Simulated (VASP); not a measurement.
All values below come from PBE GGA, VASP's PBE PAW potentials (set 64) (plane waves; VASP).

The input files of a VASP run:

**INCAR**
```
SYSTEM=Au
PREC=Accurate; ENCUT=450; LREAL=.FALSE.
LASPH=.TRUE.
EDIFF=1E-6; NELM=100; ALGO=Normal
LMAXMIX=6
ISMEAR=1; SIGMA=0.1
GGA=PE
ISIF=2
LWAVE=.FALSE.; LCHARG=.FALSE.
```

**POSCAR**
```
Au
1
    0.0000000000     2.0400000000     2.0400000000
    2.0400000000     0.0000000000     2.0400000000
    2.0400000000     2.0400000000     0.0000000000
Au
1
Direct
  0.0000000000   0.0000000000   0.0000000000
```

### KPOINTS
```
Automatic
0
G
14 14 14
0 0 0
```

POTCAR, in this order: Au (PBE.64 set). Program: vasp_std.

Output

**OUTCAR**
```
 ion  position               nearest neighbor table
   1  0.000  0.000  0.000-
  LATTYP: Found a face centered cubic cell.
 ALAT       =     4.0800000000
 Subroutine PRICEL returns:
 Original cell was already a primitive cell.
 Subroutine GETGRP returns: Found 48 space group operations
The static configuration has the point symmetry O_h .
The dynamic configuration has the point symmetry O_h .
 Subroutine INISYM returns: Found 48 space group operations
 Subroutine IBZKPT returns following result:
 Found    104 irreducible k-points:

 Following reciprocal coordinates:
            Coordinates               Weight
  0.000000  0.000000  0.000000      1.000000
  0.071429  0.000000  0.000000      8.000000
  0.142857  0.000000  0.000000      8.000000
  0.214286  0.000000  0.000000      8.000000
  0.285714  0.000000  0.000000      8.000000
  0.357143  0.000000  0.000000      8.000000
  0.428571  0.000000  0.000000      8.000000
  0.500000  0.000000  0.000000      4.000000
  0.071429  0.071429  0.000000      6.000000
  0.142857  0.071429  0.000000     24.000000
  0.214286  0.071429  0.000000     24.000000
  0.285714  0.071429  0.000000     24.000000
  0.357143  0.071429  0.000000     24.000000
  0.428571  0.071429  0.000000     24.000000
  0.500000  0.071429  0.000000     24.000000
 -0.428571  0.071429  0.000000     24.000000
 -0.357143  0.071429  0.000000     24.000000
 -0.285714  0.071429  0.000000     24.000000
 -0.214286  0.071429  0.000000     24.000000
 -0.142857  0.071429  0.000000     24.000000
 -0.071429  0.071429  0.000000     12.000000
  0.142857  0.142857  0.000000      6.000000
  0.214286  0.142857  0.000000     24.000000
  0.285714  0.142857  0.000000     24.000000
  0.357143  0.142857  0.000000     24.000000
...
```

### OSZICAR
```
       N       E                     dE             d eps       ncg     rms          rms(c)
DAV:   1     0.358414622858E+02    0.35841E+02   -0.52774E+03  2144   0.953E+02
DAV:   2    -0.319945492629E+01   -0.39041E+02   -0.36959E+02  1936   0.184E+02
DAV:   3    -0.345708645296E+01   -0.25763E+00   -0.25755E+00  2188   0.161E+01
DAV:   4    -0.345780806531E+01   -0.72161E-03   -0.72160E-03  2169   0.902E-01
DAV:   5    -0.345781242304E+01   -0.43577E-05   -0.43575E-05  2112   0.659E-02    0.954E+00
DAV:   6    -0.321448648329E+01    0.24333E+00   -0.76822E-01  1906   0.864E+00    0.603E+00
DAV:   7    -0.319455570843E+01    0.19931E-01   -0.83155E-02  1997   0.281E+00    0.275E+00
DAV:   8    -0.319232216135E+01    0.22335E-02   -0.20431E-03  2002   0.466E-01    0.238E-01
DAV:   9    -0.319231438810E+01    0.77732E-05   -0.61809E-06  2072   0.282E-02    0.160E-02
DAV:  10    -0.319232003460E+01   -0.56465E-05   -0.24076E-06  2098   0.196E-02    0.185E-03
DAV:  11    -0.319232007370E+01   -0.39105E-07   -0.36539E-08   973   0.185E-03
   1 F= -.31923201E+01 E0= -.31924652E+01  d E =0.435322E-03
```

### OUTCAR
```
------------------------ aborting loop because EDIFF is reached ----------------------------------------
  FORCE on cell =-STRESS in cart. coord.  units (eV):
  Direction    XX          YY          ZZ          XY          YZ          ZX
  --------------------------------------------------------------------------------------
  Total        0.9709960      0.9709960      0.9709960      0.0000000     -0.0000000      0.0000000
  in kB       91.6236368     91.6236368     91.6236368      0.0000000     -0.0000000      0.0000000
  external PRESSURE =      91.6236368 kB  Pullay stress =       0.0000000 kB
  volume of cell :       16.98
      direct lattice vectors                 reciprocal lattice vectors
     0.000000000  2.040000000  2.040000000    -0.245098039  0.245098039  0.245098039
     2.040000000  0.000000000  2.040000000     0.245098039 -0.245098039  0.245098039
     2.040000000  2.040000000  0.000000000     0.245098039  0.245098039 -0.245098039
 POSITION                                       TOTAL-FORCE (eV/Angst)
 -----------------------------------------------------------------------------------
      0.00000      0.00000      0.00000         0.000000      0.000000      0.000000
 -----------------------------------------------------------------------------------
    total drift:                               -0.000000     -0.000000     -0.000000
  FREE ENERGIE OF THE ION-ELECTRON SYSTEM (eV)
  ---------------------------------------------------
  free  energy   TOTEN  =        -3.1923200737 eV

  energy  without entropy=       -3.1927553954  energy(sigma->0) =       -3.19246518
```
(Selected blocks of OUTCAR.)

The compound is Au in the fcc structure. The cell was not relaxed at this level. The run is one of a series of settings (ENCUT = 450 against the base run), some of them coarse on purpose.
